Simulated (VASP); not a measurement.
An input for Quantum ESPRESSO's pw.x (written as the equivalent of a VASP run, and not itself run):

```
&CONTROL
  calculation = 'scf'
  pseudo_dir = './pseudo'
  outdir = './out'
  tprnfor = .true.
  tstress = .true.
/
&SYSTEM
  ibrav = 0
  nat = 4
  ntyp = 2
  ecutwfc = 82
  occupations = 'tetrahedra'
  input_dft = 'pbe'
/
&ELECTRONS
  conv_thr = 7.3e-09
  electron_maxstep = 100
/
ATOMIC_SPECIES
  Si 28.085 Si.upf
  C 12.011 C.upf
CELL_PARAMETERS angstrom
     1.5455750   -2.6770142    0.0000000
     1.5455750    2.6770142    0.0000000
     0.0000000    0.0000000    5.0758585
ATOMIC_POSITIONS crystal
  Si   0.6666670  0.3333330  0.4995770
  Si   0.3333330  0.6666670  0.9995770
  C    0.6666670  0.3333330  0.8754230
  C    0.3333330  0.6666670  0.3754230
K_POINTS automatic
  9 9 5 0 0 0
```

Problem. Write the VASP files for the same calculation (PBE).

Solution. One answer among several that fit: 
### KPOINTS
```
Automatic mesh
0
Gamma
9 9 5
0 0 0
```

**INCAR**
```
ALGO  =  Normal
SYSTEM  =  SiC
ISIF  =  2
NELM  =  100   ! most electronic steps
GGA  =  PE   ! PBE
LASPH  =  T
LORBIT  =  11   ! lm-projected
EDIFF  =  1E-7   ! SCF stop (eV)
LREAL  =  F   ! projection in real space or not
NEDOS  =  601
LCHARG  =  T
PREC  =  Accurate
ENCUT  =  520   ! plane-wave cut-off (eV)
ISMEAR  =  -5
LWAVE  =  F
```

**POSCAR**
```
SiC
1
    1.5455750148    -2.6770142062     0.0000000000
    1.5455750148     2.6770142062     0.0000000000
    0.0000000000     0.0000000000     5.0758585172
Si C
2 2
Direct
  0.6666670000   0.3333330000   0.4995769961
  0.3333330000   0.6666670000   0.9995769961
  0.6666670000   0.3333330000   0.8754230039
  0.3333330000   0.6666670000   0.3754230039
```

POTCAR, in this order: Si C (PBE.64 set). Program: vasp_std.

The two are equivalent in intent, not identical: the potentials are each code's own (VASP's PAW set, PseudoDojo norm-conserving files in pw.x), so ENCUT and ecutwfc are chosen apart and not converted; conv_thr bounds pw.x's estimated SCF error, while EDIFF bounds the energy change between steps.

The compound is SiC in the wurtzite structure, the rare 2H polytype. It was relaxed first.
